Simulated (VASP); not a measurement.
Shape and ions are relaxed at each volume.

Energy against volume of HfB2 (AlB2 type). The numbers are results of r2SCAN meta-GGA, VASP's PBE PAW potentials (set 64) (plane waves; VASP), not measurements.

| V (Å³/atom) | E (eV/atom) |
|---|---|
| 9.269 | -20.99947 |
| 9.565 | -21.02386 |
| 9.861 | -21.03151 |
| 10.156 | -21.02473 |
| 10.452 | -21.00548 |

Q: Fit a third-order Birch-Murnaghan equation of state.

A: 
```yaml
volume_per_atom: 9.86 Å³/atom
bulk_modulus: 260 GPa
pressure_derivative_of_the_bulk_modulus: 3.92
```

The compound is HfB2 in the AlB2 type structure. It was relaxed first.
